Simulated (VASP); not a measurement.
Here is the system:

```
CELL_PARAMETERS angstrom
      7.28148     0.00000     0.00000
     -3.64074     6.30595     0.00000
      0.00000     0.00000     3.07417
ATOMIC_POSITIONS crystal
  Ti 0.41893 0.00000 0.50000
  Ti 0.58107 0.58107 0.50000
  Ti 0.00000 0.41894 0.50000
  In 0.76327 0.00000 0.00000
  In 0.23672 0.23672 0.00000
  In 0.00000 0.76328 0.00000
  Rh 0.33333 0.66667 0.00000
  Rh 0.66667 0.33333 0.00000
```

The numbers are results of PBEsol GGA, VASP's PBE PAW potentials (set 64) (plane waves; VASP 6.6.1), not measurements. Run with 300 eV cut-off, 3×3×6 Γ-centred mesh, Fermi-Dirac smearing of 0.10 eV, potentials Ti_sv In_d Rh_pv.

At this cut-off the stress carries a Pulay error, which pulls relaxed volumes low. Unless said otherwise, spin-orbit coupling is left out, though it shifts the bands of the heavy elements here.

What does the run give for the energy per atom (σ→0), pressure, band gap (on the k-mesh) with the smallest direct gap where there is one?

```
Property                                                    Result
------------------------  ----------------------------------------
band gap (on the k-mesh)  none (metal, semimetal or under 0.01 eV)
energy per atom (σ→0)                               -6.773 eV/atom
pressure                                                 -3.46 GPa
```

The absolute energy has meaning only against runs of the same code, potentials and settings.

The structure comes from a computed database's Ti3In3Rh2 entry; how it stands against other phases isn't given here. The cell was not relaxed at this level. The k-mesh is coarse (spacing up to 0.34 per Å, 2π included), so the numbers may not be converged in it. The electron count is odd and the run is not spin-polarised, which forces a metal.
